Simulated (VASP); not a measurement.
Energy against volume of HfO₂ (fluorite). Level of theory: PBE GGA with D4 dispersion, VASP's PBE PAW potentials (set 64) (plane waves; VASP). Settings: 520 eV cut-off, 8×8×8 Γ-centred mesh, Gaussian smearing of 0.050 eV, potentials Hf_pv O.

```csv
V (Å³/atom),E (eV/atom)
10.088,-10.24314
10.410,-10.27011
10.732,-10.27876
11.054,-10.27180
```

Fit these four points and predict the energy of the run at 11.375 Å³/atom.

A cubic in V^(−2/3), the third-order Birch-Murnaghan form, passes through the four points with V0 = 10.74 Å³/atom and B0 = 257 GPa, and gives -10.2516 eV/atom there. The run gave -10.2515 eV/atom, +0.1 meV/atom from the fit; all five points give B0 = 258 GPa.

The compound is HfO2 in the fluorite structure, the high-temperature cubic form, which is unstable at 0 K; the monoclinic form is the stable one. It was relaxed first.
